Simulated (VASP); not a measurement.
Data:

```
CELL_PARAMETERS angstrom
      0.00000     1.83042     1.83042
      1.83042     0.00000     1.83042
      1.83042     1.83042     0.00000
ATOMIC_POSITIONS crystal
  Rh 0.00000 0.00000 0.00000
```

Level of theory: LDA (Ceperley-Alder, Perdew-Zunger), VASP's LDA PAW potentials (set 64) (plane waves; VASP 6.6.1). Numerical set-up: 500 eV cut-off, 17×17×17 Γ-centred mesh, first-order Methfessel-Paxton smearing of 0.10 eV, potentials Rh_pv.

Energy and stress use the plane-wave basis of the starting cell.

### Question
The ions, cell shape and volume at an external pressure of 45.0 GPa are relaxed. What does this cell relax into?

### Answer

```
CELL_PARAMETERS angstrom
      0.00000     1.81221     1.81221
      1.81221     0.00000     1.81221
      1.81221     1.81221     0.00000
ATOMIC_POSITIONS crystal
  Rh 0.00000 0.00000 0.00000
```
Space group Fm-3m (225), at a tolerance of 0.03 Å.

### Question
How do energy and volume change from the first to the last step?

### Answer
The energy (σ→0) changes by +84.2 meV/atom and the volume by -3.0 %, in 4 ionic steps.

```tsv
step	E(σ→0) (eV)	max force (eV/Å)	pressure (GPa)	volume (Å³)
1	-8.6001	0.000	30.00	12.27
2	-7.6413	0.000	146.47	10.34
3	-8.5212	0.000	43.98	11.92
4	-8.5159	0.000	44.80	11.90
```

The compound is Rh in the fcc structure. This run relaxes it under an external pressure of 45 GPa. Symmetry was kept, so distortions that lower it aren't found.
